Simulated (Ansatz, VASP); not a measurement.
Two plane-wave programs on Ta5Ti3

INCAR

```
SYSTEM = Ta5Ti3
PREC = Accurate
ENCUT = 520
EDIFF = 1E-6
ISMEAR = 0
SIGMA = 0.2
LREAL = .FALSE.
LASPH = .TRUE.
NELM = 60
ALGO = Fast
ISIF = 2
LWAVE = .FALSE.
LCHARG = .FALSE.
GGA = PE
NBANDS = 56
```

Contents of KPOINTS:

```
Automatic mesh
0
G
  6 6 2
  0 0 0
```

POSCAR

```
Ta5Ti3
1.0
    3.3047927418      0.0000000000      0.0000000000
    0.0000000000      3.3047927418      0.0000000000
    0.0000000000      0.0000000000     13.1247209830
Ti Ta
3 5
Direct
    0.5000000000      0.5000000000      0.6242318144
    0.5000000000      0.5000000000      0.3757681856
    0.0000000000      0.0000000000      0.5000000000
    0.0000000000      0.0000000000      0.7466345770
    1.0000000000      0.0000000000      0.2533654230
    0.0000000000      0.0000000000      0.0000000000
    0.5000000000      0.5000000000      0.8720156584
    0.5000000000      0.5000000000      0.1279843416
```

Input for Ansatz:

```yaml
crystal:
  lattice:
    - [3.3047927418, 0.0, 0.0]
    - [0.0, 3.3047927418, 0.0]
    - [0.0, 0.0, 13.124720983]
  atoms:
    - { symbol: Ti, position: [0.5, 0.5, 0.6242318144] }
    - { symbol: Ti, position: [0.5, 0.5, 0.3757681856] }
    - { symbol: Ti, position: [0.0, 0.0, 0.5] }
    - { symbol: Ta, position: [0.0, 0.0, 0.746634577] }
    - { symbol: Ta, position: [1.0, 0.0, 0.253365423] }
    - { symbol: Ta, position: [0.0, 0.0, 0.0] }
    - { symbol: Ta, position: [0.5, 0.5, 0.8720156584] }
    - { symbol: Ta, position: [0.5, 0.5, 0.1279843416] }
basis:
  ecutwfc: 420
kpoints:
  mp_grid: { grid: [6, 6, 2] }
hamiltonian:
  xc: pbe
scf:
  occupations: { method: gaussian, width: 0.2 }
  lower_state_search: "off"
output:
  forces: true
  stress: true
  eigenvalues: true
```

Alike in both runs: task single point; functional PBE; k mesh 6 × 6 × 2; occupations gaussian, width 0.2 eV; no spin polarisation.

```csv
,VASP,Ansatz
version,VASP 6.6.1,Ansatz 0.2.0
potentials or method,"VASP PAW PBE potentials, release 64 (Ti_sv, Ta_pv)","scalar-relativistic, plane waves, PAW"
plane-wave cutoff (eV),520,420
valence electrons in the cell,91,101
```

VASP gave:

```
gap on the k mesh at the Fermi level (eV)       : none
pressure (GPa)                                  : -0.1
largest component of the traceless stress (GPa) : 0.60
rms of the force components (eV/Å)              : 0.013
```

Q: Which values does Ansatz return?

A: gap on the k mesh at the Fermi level (eV): none; pressure (GPa): -0.1; largest component of the traceless stress (GPa): 0.60; rms of the force components (eV/Å): 0.017.

Atom by atom the forces differ by 0.004 eV/Å (rms over components). A gap of «none» marks a metal or a gap that the smearing closes. The two sets of potentials don't hold the same shells in valence.

The runs have no spin-orbit coupling, so splittings on Ta are missing.
